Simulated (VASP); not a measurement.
OSZICAR of a VASP run on K (bcc):

File OSZICAR:
```
       N       E                     dE             d eps       ncg     rms          rms(c)
DAV:   1     0.409074808592E+02    0.40907E+02   -0.37671E+03   896   0.878E+02
DAV:   2    -0.636592760246E+01   -0.47273E+02   -0.46969E+02   912   0.226E+02
DAV:   3    -0.802045664320E+01   -0.16545E+01   -0.16534E+01  1520   0.371E+01
DAV:   4    -0.806617952575E+01   -0.45723E-01   -0.45654E-01  1448   0.445E+00
DAV:   5    -0.806659704200E+01   -0.41752E-03   -0.41725E-03  1552   0.330E-01    0.209E+00
DAV:   6    -0.623324361166E+01    0.18334E+01   -0.15174E+00   952   0.120E+01    0.100E+00
DAV:   7    -0.569143224153E+01    0.54181E+00   -0.27642E-01  1120   0.495E+00    0.618E-01
DAV:   8    -0.603247850274E+01   -0.34105E+00   -0.22121E-01   912   0.429E+00    0.349E-01
DAV:   9    -0.560156450949E+01    0.43091E+00   -0.18245E-01   896   0.376E+00    0.601E-02
DAV:  10    -0.571803416616E+01   -0.11647E+00   -0.48493E-02  1072   0.261E+00    0.733E-02
DAV:  11    -0.571826388743E+01   -0.22972E-03   -0.16232E-03  1640   0.256E-01    0.885E-02
DAV:  12    -0.571409765698E+01    0.41662E-02   -0.47715E-03   968   0.118E+00    0.113E-01
DAV:  13    -0.570558182486E+01    0.85158E-02   -0.61933E-03   952   0.115E+00    0.140E-01
DAV:  14    -0.570658689313E+01   -0.10051E-02   -0.77347E-03   968   0.112E+00    0.660E-01
DAV:  15    -0.571156929236E+01   -0.49824E-02   -0.12747E-03   976   0.524E-01    0.461E-01
DAV:  16    -0.571993320762E+01   -0.83639E-02   -0.19534E-03  1000   0.478E-01    0.614E-01
DAV:  17    -0.568923153946E+01    0.30702E-01   -0.49065E-02   936   0.256E+00    0.477E-01
DAV:  18    -0.569465105738E+01   -0.54195E-02   -0.17947E-03  1368   0.461E-01    0.494E-01
DAV:  19    -0.569496587569E+01   -0.31482E-03   -0.37645E-04  1088   0.224E-01    0.464E-01
DAV:  20    -0.570624365458E+01   -0.11278E-01   -0.30931E-02   896   0.227E+00    0.123E-01
DAV:  21    -0.570660338563E+01   -0.35973E-03   -0.28679E-03   928   0.443E-01    0.728E-02
DAV:  22    -0.570920565905E+01   -0.26023E-02   -0.72952E-03   928   0.697E-01    0.302E-02
DAV:  23    -0.570659546121E+01    0.26102E-02   -0.12280E-03   936   0.370E-01    0.124E-02
DAV:  24    -0.570635357663E+01    0.24188E-03   -0.52414E-05  1312   0.102E-01    0.801E-03
DAV:  25    -0.570596468108E+01    0.38890E-03   -0.78103E-05   968   0.105E-01    0.576E-03
DAV:  26    -0.570571551920E+01    0.24916E-03   -0.35219E-04   936   0.235E-01    0.157E-03
DAV:  27    -0.570569175019E+01    0.23769E-04   -0.37337E-05  1392   0.713E-02    0.124E-03
DAV:  28    -0.570569190967E+01   -0.15948E-06   -0.12470E-06  1496   0.647E-03    0.115E-03
DAV:  29    -0.570569197661E+01   -0.66941E-07   -0.45725E-08  1336   0.243E-03
   1 F= -.57056920E+01 E0= -.57056920E+01  d E =0.000000E+00
       N       E                     dE             ncg
       N       E                     dE             ncg
```

Question: Which electronic solver shows in the log?

Answer: It is blocked Davidson (ALGO = Normal, or the opening steps of other solvers). The INCAR had ALGO = Normal.

Question: Can the final energy be trusted as converged?

Answer: The run converged. It stopped with EDIFF = 1E-7, NELM = 100 (r2SCAN+rVV10, plane waves, VASP's PBE PAW potentials (set 64)).

The compound is K in the bcc structure. It was relaxed first.
